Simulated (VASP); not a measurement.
These are RPBE GGA, VASP's PBE PAW potentials (set 64) (plane waves; VASP) values and carry that method's errors.

A VASP calculation is set up with these files.

**KPOINTS**
```
K-points
0
G
17 17 17
0 0 0
```

INCAR:
```
SYSTEM = Ag
PREC = Accurate
ENCUT = 520
EDIFF = 1E-7
NELM = 100
ALGO = Normal
LREAL = .FALSE.
LASPH = .TRUE.
ISMEAR = -5
GGA = RP
LMAXMIX = 4
LWAVE = .FALSE.
LCHARG = .TRUE.
LORBIT = 11
NEDOS = 601
ISIF = 2
```

### POSCAR
```
Ag
1
    0.0000000000     2.1060932051     2.1060932051
    2.1060932051     0.0000000000     2.1060932051
    2.1060932051     2.1060932051     0.0000000000
Ag
1
Direct
  0.0000000000   0.0000000000   0.0000000000
```

POTCAR, in this order: Ag (PBE.64 set). Program: vasp_std.

### Question
What will the output report for the number of irreducible k-points (NKPTS), largest plane-wave count, number of space-group operations, FFT grid (NGX, NGY, NGZ)?

### Answer

```
Item                                           Value
--------------------------------------  ------------
number of irreducible k-points (NKPTS)           165
largest plane-wave count                         531
number of space-group operations                  48
FFT grid (NGX, NGY, NGZ)                24 × 24 × 24
```

The compound is Ag in the fcc structure. It was relaxed first, which changed the volume by +9 %.
